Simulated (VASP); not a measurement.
# Convergence of pressure and energy with plane-wave cutoff for Zr (PBE data set Zr_sv, VASP, 140 to 460 eV)

We calculate the pressure and the total energy of one body-centred cubic zirconium crystal with the PBEsol functional at fixed cell and atoms, changing only the plane-wave cutoff from 140 to 460 eV. Both errors are measured against the 460 eV run, with compression counted as positive, so they describe the basis and not the agreement with experiment. The purpose is to find the cutoff at which each quantity becomes usable. This matters wherever cells are relaxed under stress, as in work on zirconium alloys, hydrides and high-pressure phases: a false pressure shifts the equilibrium volume, and with it the elastic constants and phonons. The crystal does not have the structure stable at ambient conditions, and the results concern this one cell.

## How the numbers were made

Single-point runs at fixed cell and atoms; within a crystal every other setting is the same. Program: VASP 6.6.1, plane waves and PAW (data sets made for PBE of release 64), scalar-relativistic without spin-orbit coupling, no spin polarisation. Cutoff 140 to 460 eV; on the k meshes the divisions times the cell-vector length are 28 Å or more. Occupations: Fermi-Dirac smearing of 0.05 eV. Times are rough, from shared x86 server processors. The same in all rows: PAW data sets by their labels: Zr_sv.

Notes on method and selection:

- A truncated basis gives a spurious tension (Pulay stress); the pressure converges more slowly than energy differences.
- The lowest cutoffs lie below the values recommended with the data sets and were run to show the error.
- The space group named is that of the cell as run, which can be lower than that of the source structure.
- Runs that did not converge, have known faults or may not be shown are not listed, and runs on Ansatz's PAW sets soft_1 and soft_2 are kept to separate tables.

Columns:

- cutoff (eV): plane-wave cutoff ENCUT.
- pressure error (GPa): pressure minus that of the run with the highest cutoff of the same crystal, compression positive.
- energy error (meV/atom): energy per atom, extrapolated to zero smearing as the program prints it, minus that of the run with the highest cutoff of the same crystal.
- cost (core-s): processor time of the run, shared machines, rough.

## Data

```
member  cutoff (eV)  pressure error (GPa)  energy error (meV/atom)  cost (core-s)  remark
140 eV  140          −217.458              1797.78                  0.9
170 eV  170          −66.296               348.86                   1
210 eV  210          ?                     ?                        1.3
230 eV  230          −2.022                16.22                    1.4
260 eV  260          0.106                 7.87                     1.2
300 eV  300          −0.598                7.31                     1.9
370 eV  370          −0.521                2.79                     2.5
460 eV  460          0.000                 0.00                     3.1            entry of the Crystallography Open Database; not the structure at ambient conditions
```

Cells marked ? are withheld until the estimate has been made.

## Mechanism

Both errors collapse up to 230 eV and then change slowly. From 140 to 170 eV the pressure error shrinks by a factor 217.458 / 66.296 = 3.28, and from 170 to 230 eV by 66.296 / 2.022 = 32.8, which is √32.8 = 5.7 per 30 eV. The decay is therefore faster than a single exponential. The energy error falls by 348.86 / 16.22 = 21.5 over the same 60 eV.

The large negative pressures are Pulay stress. The stress is evaluated for a fixed set of plane waves. Expanding the cell at fixed set lowers the effective cutoff and raises the energy, so the crystal appears to pull inwards. The spurious part is (2/3)(E_cut/V)(dE/dE_cut), negative as long as the energy falls with cutoff.

With a rough volume of 23 Å³ per atom, the energy slope between 140 and 170 eV, (348.86 − 1797.78) / 30 = −48.3 meV per eV, gives only about −35 GPa, well short of the pressures in those two rows. A likely reason is that VASP adds to the energy an estimate of the free atom's cutoff error. This removes much of the error from the printed energy but leaves the stress untouched.

Above 230 eV the pressure error is not monotonic: 0.106 GPa at 260 eV is followed by −0.598 GPa at 300 eV. The small value at 260 eV is thus a crossing of zero and not a sign of convergence. The energy error keeps falling, from 7.87 meV/atom at 260 eV to 2.79 meV/atom at 370 eV.

For a bulk modulus of roughly 90 GPa, an error of 0.6 GPa means about 0.7 % in volume, and the 2.022 GPa at 230 eV about 2 %. Energies are within 10 meV/atom from 260 eV on, whereas a cell relaxation that needs pressures to a few tenths of a GPa calls for more than 370 eV.

## Prediction

Plain estimates from the members shown:

- 210 eV, straight-line interpolation between 170 eV and 230 eV: w = (210 − 170) / (230 − 170) = 0.667, so −66.296 + 0.667 × (−2.022 − (−66.296)) = −23.447 GPa

The straight line between 170 and 230 eV gives −23.447 GPa at 210 eV. It is too negative, because the error decays at least exponentially here. Interpolating the logarithm of its magnitude, with ln(66.296 / 2.022) = 3.490, gives 66.296 × exp(−(2/3) × 3.490) = 6.47, that is −6.47 GPa.

The same logarithmic line can be tried on the 170 eV row, from its neighbours at 140 and 230 eV. Its magnitude there is 217.458^(2/3) × 2.022^(1/3) = 45.73 GPa against the tabulated 66.296 GPa, too small by ln(66.296 / 45.73) = 0.371 in the logarithm. This measures the curvature of the decay. For a parabola in the logarithm, the miss scales with the product of the distances to the two end points: 30 × 60 = 1800 in the trial and 40 × 20 = 800 at 210 eV. The correction is 0.371 × 800 / 1800 = 0.165, and the estimate becomes −6.47 × exp(0.165) = −7.6 GPa.

Two uncertainties enter. The curvature may itself change, for which we take the full shift of 1.2 GPa. The 230 eV point also carries the irregularity seen at higher cutoffs, 0.106 − (−0.598) = 0.704 GPa, or 0.704 / 2.022 = 0.35 of its value. Its weight in the parabola at 210 eV is (70 × 40) / (90 × 60) = 0.52, so this contributes 0.35 × 0.52 × 7.6 = 1.4 GPa. Together they give √(1.2² + 1.4²) = 1.8 GPa.

**Committed estimate, 210 eV: pressure error = −7.6 ± 1.8 GPa.**

## The withheld result

```
member  cutoff (eV)  pressure error (GPa)  energy error (meV/atom)  cost (core-s)
210 eV  210          −8.629                27.61                    1.3
```

```
member  estimate       pressure error (GPa)  computed  estimate − computed  miss in error bars
210 eV  committed      −7.600                −8.629    +1.029               0.6
210 eV  interpolation  −23.447               −8.629    −14.818
```

The estimate of −7.6 GPa lies 1.029 GPa from the computed −8.629 GPa, or 0.6 error bars, and is much closer than the straight line, which misses by 14.818 GPa. Interpolating the logarithm was the decisive step. The curvature correction had the right sign but was too small: the logarithmic line alone, at −6.47 GPa, needed a shift of ln(8.629 / 6.47) = 0.288 and received 0.165.

The curvature is thus not constant. The pressure error falls by a factor 66.296 / 8.629 = 7.68 from 170 to 210 eV, or √7.68 = 2.77 per 20 eV, and then by 8.629 / 2.022 = 4.27 in the next 20 eV. Such steepening is expected of a logarithm when the quantity is heading for a change of sign, which the table shows by 260 eV. The energy error falls by only 27.61 / 16.22 = 1.70 between 210 and 230 eV, so the printed energy does not track the pressure error at a fixed ratio.

## Members off the line

The 260 eV row departs most clearly from a smooth approach to the reference. Its pressure error is +0.106 GPa, while its neighbours at 230 and 300 eV have −2.022 and −0.598 GPa.

The printed energies do not explain this. Pulay stress follows the slope of energy with cutoff. Taken between the two neighbouring rows, the energy falls by (16.22 − 7.31) / 70 = 0.127 meV/atom per eV around 260 eV and by (7.87 − 2.79) / 110 = 0.046 around 300 eV. The tension should therefore be stronger at 260 eV, but the table has it stronger at 300 eV. The size does not fit either: the slope between 300 and 370 eV, 4.52 / 70 = 0.065 meV/atom per eV, gives only about −0.1 GPa in the Pulay formula. The free-atom correction changes the slope of the printed energy but not the stress, and the FFT grid may change with cutoff. Neither effect was tested separately, and the cutoffs are too far apart to give the local slope, so the cause remains open.

The 140 eV row has by far the largest error, −217.458 GPa, but it belongs to the steep decay expected of a cutoff below the recommended range.

## Time and accuracy

The run at 460 eV takes 3.1 core-s against 1.4 core-s at 230 eV, a factor 3.1 / 1.4 = 2.2. For this the pressure changes by 2.022 GPa and the energy by 16.22 meV/atom. The number of plane waves grows as the cutoff to the power 3/2, here by 2^1.5 = 2.8, and fixed overheads plausibly soften the rise in such short runs. Smaller steps in time carry little meaning, since the 260 eV run was even quicker than the one at 230 eV. For a cell this cheap there is little reason to save on the cutoff when stresses are wanted.

## Closing remarks

Between 170 and 230 eV the pressure error can be interpolated through its logarithm with a correction for curvature, here to 1.029 / 8.629 = 12 %. From 230 eV upwards the sign changes and this route ends; irregularities of about 0.7 GPa then set the uncertainty.

The errors are differences from 460 eV, and the pressure still moves by 0.521 GPa in the last step, so the remaining error of the reference may not be negligible on that scale.

The table does not by itself give a safe correction for relaxations. The cell was not relaxed, and even at 460 eV it is under a tension many times larger than the 0.598 GPa error at 300 eV. Its zero-pressure volume is therefore clearly smaller, and the cutoff error at that volume is not in the table. Only if the error were the same there would relaxing at 300 eV to a printed pressure of −0.6 GPa, instead of zero, reproduce the zero-pressure volume of the 460 eV level. Runs at both cutoffs on the relaxed cell would have to show this first.

No omitted effect rivals the errors at the lowest cutoffs. At the upper end thermal pressure does: classically it is about 3γk_BT/V, roughly +0.5 GPa at room temperature for a Grüneisen parameter γ near 1 and 23 Å³ per atom, and more at the high temperatures where the body-centred cubic phase is stable at ambient pressure.

[Logs are printed without paths, hosts, clocks, repeated set-up lines and the standing remarks that a program may print on its own settings, such as how far it seeks lower states.]
